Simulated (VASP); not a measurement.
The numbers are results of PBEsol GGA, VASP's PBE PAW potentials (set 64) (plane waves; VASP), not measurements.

A VASP calculation is set up with these files.

KPOINTS:
```
Automatic mesh
0
Gamma
14 14 14
0 0 0
```

### POSCAR
```
HfN
1.0
  0.0000000000   2.2326515754   2.2326515754
  2.2326515754   0.0000000000   2.2326515754
  2.2326515754   2.2326515754   0.0000000000
Hf N
1 1
Direct
  0.0000000000   0.0000000000   0.0000000000
  0.5000000000   0.5000000000   0.5000000000
```

### INCAR
```
SYSTEM=HfN
PREC=Accurate; ENCUT=620; LREAL=.FALSE.
LASPH=.TRUE.
EDIFF=1E-6; NELM=100; ALGO=Normal
LMAXMIX=6
ISMEAR=1; SIGMA=0.1
GGA=PS
IBRION=2; NSW=40; ISIF=3
EDIFFG=-0.02; PSTRESS=50
LWAVE=.FALSE.; LCHARG=.FALSE.
```

POTCAR, in this order: Hf_pv N (PBE.64 set). Program: vasp_std.

The run wrote:

OSZICAR:
```
       N       E                     dE             d eps       ncg     rms          rms(c)
DAV:   1     0.451024350958E+02    0.45102E+02   -0.91286E+03  2288   0.149E+03
DAV:   2    -0.231479447315E+02   -0.68250E+02   -0.64363E+02  3065   0.286E+02
DAV:   3    -0.256919357359E+02   -0.25440E+01   -0.25174E+01  2959   0.486E+01
DAV:   4    -0.257169393513E+02   -0.25004E-01   -0.24587E-01  2805   0.473E+00
DAV:   5    -0.257174332131E+02   -0.49386E-03   -0.49348E-03  2928   0.496E-01    0.541E+01
DAV:   6    -0.230694073581E+02    0.26480E+01   -0.13601E+01  2748   0.280E+01    0.435E+01
DAV:   7    -0.230083766957E+02    0.61031E-01   -0.67530E-01  2606   0.754E+00    0.262E+01
DAV:   8    -0.229948204548E+02    0.13556E-01   -0.99545E-02  2724   0.316E+00    0.553E+00
DAV:   9    -0.229866149103E+02    0.82055E-02   -0.46014E-02  2740   0.160E+00    0.175E+00
DAV:  10    -0.229861388289E+02    0.47608E-03   -0.20979E-03  2711   0.421E-01    0.281E-01
DAV:  11    -0.229861409006E+02   -0.20717E-05   -0.19243E-04  2900   0.133E-01    0.412E-02
DAV:  12    -0.229861381290E+02    0.27716E-05   -0.12648E-05  2716   0.356E-02    0.365E-02
DAV:  13    -0.229861378710E+02    0.25802E-06   -0.58348E-07  1501   0.918E-03
   1 F= -.22291510E+02 E0= -.22291328E+02  d E =-.222915E+02
```

**OUTCAR**
```
------------------------ aborting loop because EDIFF is reached ----------------------------------------
  FORCE on cell =-STRESS in cart. coord.  units (eV):
  Direction    XX          YY          ZZ          XY          YZ          ZX
  --------------------------------------------------------------------------------------
  Total        0.6865545      0.6865545      0.6865545      0.0000000      0.0000000      0.0000000
  in kB       49.4188631     49.4188631     49.4188631      0.0000000      0.0000000      0.0000000
  external PRESSURE =      -0.5811369 kB  Pullay stress =      50.0000000 kB
  volume of cell :       22.26
      direct lattice vectors                 reciprocal lattice vectors
     0.000000000  2.232651575  2.232651575    -0.223948961  0.223948961  0.223948961
     2.232651575  0.000000000  2.232651575     0.223948961 -0.223948961  0.223948961
     2.232651575  2.232651575  0.000000000     0.223948961  0.223948961 -0.223948961
 POSITION                                       TOTAL-FORCE (eV/Angst)
 -----------------------------------------------------------------------------------
      0.00000      0.00000      0.00000         0.000000     -0.000000      0.000000
      2.23265      2.23265      2.23265        -0.000000      0.000000     -0.000000
 -----------------------------------------------------------------------------------
    total drift:                                0.000000      0.000000      0.000000
  FREE ENERGIE OF THE ION-ELECTRON SYSTEM (eV)
  ---------------------------------------------------
  free  energy   TOTEN  =       -22.9861378710 eV

  energy  without entropy=      -22.9855907679  energy(sigma->0) =      -22.98595550
  enthalpy is  TOTEN    =       -22.2915098854 eV   P V=        0.6946279856

 reached required accuracy - stopping structural energy minimisation
```
(Selected blocks of OUTCAR.)

The compound is HfN in the rock salt structure. It was relaxed first under an external pressure of 5 GPa. The electron count is odd and the run is not spin-polarised, which forces a metal.
